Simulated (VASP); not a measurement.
Data:

```xyz
2
Lattice="0.0000 2.2797 2.2797 2.2797 0.0000 2.2797 2.2797 2.2797 0.0000" Properties=species:S:1:pos:R:3 pbc="T T T"
Hf     0.0000     0.0000     0.0000
N      2.2797     2.2797     2.2797
```

Calculation: RPBE GGA, VASP's PBE PAW potentials (set 64) (plane waves; VASP 6.6.1). Numerical set-up: 520 eV cut-off, Gaussian smearing of 0.050 eV, potentials Hf_pv N.

Q: Give the energies of bands 5 to 10 at the high-symmetry points, in eV from the Fermi level.

A: 
```json
[
 {"band": "5", "Γ": "-3.05", "X": "-5.48", "U": "-6.30", "L": "-8.77", "W": "-6.10"},
 {"band": "6", "Γ": "-3.05", "X": "-3.74", "U": "-5.56", "L": "-6.09", "W": "-5.49"},
 {"band": "7", "Γ": "-3.05", "X": "-3.74", "U": "-4.94", "L": "-6.09", "W": "-5.49"},
 {"band": "8", "Γ": "-0.35", "X": "-3.71", "U": "-0.86", "L": "3.13", "W": "1.06"},
 {"band": "9", "Γ": "-0.35", "X": "3.93", "U": "3.71", "L": "3.55", "W": "1.06"},
 {"band": "10", "Γ": "-0.35", "X": "5.26", "U": "4.27", "L": "3.55", "W": "5.22"}
]
```

It has no gap at this level: it comes out as a metal or semimetal.

The compound is HfN in the rock salt structure. It was relaxed first. The electron count is odd and the run is not spin-polarised, which forces a metal.
